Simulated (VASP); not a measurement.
Sb5P3: single point with revPBE

The system is Sb5P3.

```
Sb P
1.0
     0.00000    3.43262    0.00000
     0.00000    0.00000    5.78027
     8.45445    1.71631   -2.89014
Sb P
5 3
Direct
  0.10404 0.97295 0.79112
  0.89906 0.18297 0.20792
  0.50032 0.51927 0.00223
  0.77185 0.94474 0.45155
  0.22837 0.49170 0.54754
  0.67718 0.77616 0.64019
  0.31814 0.13061 0.35656
  0.99037 0.30047 0.00181
```

The cell was built by a generator and needn't be a form met in nature.

```yaml
Program: VASP 6.6.1
Task: single point
Functional: revPBE
Potentials_or_basis: VASP PAW PBE potentials, release 64 (Sb, P)
Cutoff: 520 eV
k_mesh: 4 × 3 × 2
Occupations: fermi-dirac, width 0.05 eV
Spin: no spin polarisation
Dipole_correction: no
Further_INCAR_settings: ALGO = Normal; EDIFF = 1e-06; NBANDS = 30
```

| Property | Result |
| --- | --- |
| Pressure | 61.0 GPa |
| Largest force | 10.641 eV/Å |
| Band gap on the k mesh | none (metal or under the smearing width) |

Forces on the atoms (eV/Å):
```
Sb   2.031 -0.086  0.128
Sb  -1.208 -0.177 -0.253
Sb  -0.004 -1.359 10.554
Sb  -1.420 -0.039 -1.835
Sb   1.225 -0.167 -2.103
P    0.765  0.334 -2.153
P   -0.633  0.382 -2.004
P   -0.756  1.113 -2.334
```

Stress tensor (GPa, compression positive):
```
56.75 -0.37 -1.81
-0.37 69.58 -1.76
-1.81 -1.76 56.63
```

Levels at points of the mesh, in eV from the Fermi level:
| k point | band 18 | band 19 | band 20 | band 21 | band 22 | band 23 |
| --- | --- | --- | --- | --- | --- | --- |
| (0.00, 0.00, 0.00) | -0.53 | -0.09 | -0.02 | 0.25 | 0.49 | 0.69 |
| (0.50, 0.00, 0.00) | -2.00 | -1.60 | -1.15 | 0.01 | 0.35 | 0.64 |
| (0.00, 0.00, 0.50) | -1.00 | -0.56 | 0.21 | 0.51 | 0.55 | 0.69 |
| (0.50, 0.00, 0.50) | -2.00 | -1.60 | -1.15 | 0.01 | 0.34 | 0.65 |

Wall time 49 s on 1 thread of Intel(R) Xeon(R) 6975P-C (Granite Rapids), on a shared host, peak memory 0.31 GiB.

Caveat: the k mesh is coarse (spacing up to 0.47 Å⁻¹), so the values aren't converged; a pressure of tens of GPa on the cell as given is suspect, and the run, the potentials or the cell itself is likely at fault; the PAW data sets were made with another functional, which shifts forces and pressure a little. Spin-orbit coupling is left out, which matters for the levels of Sb.
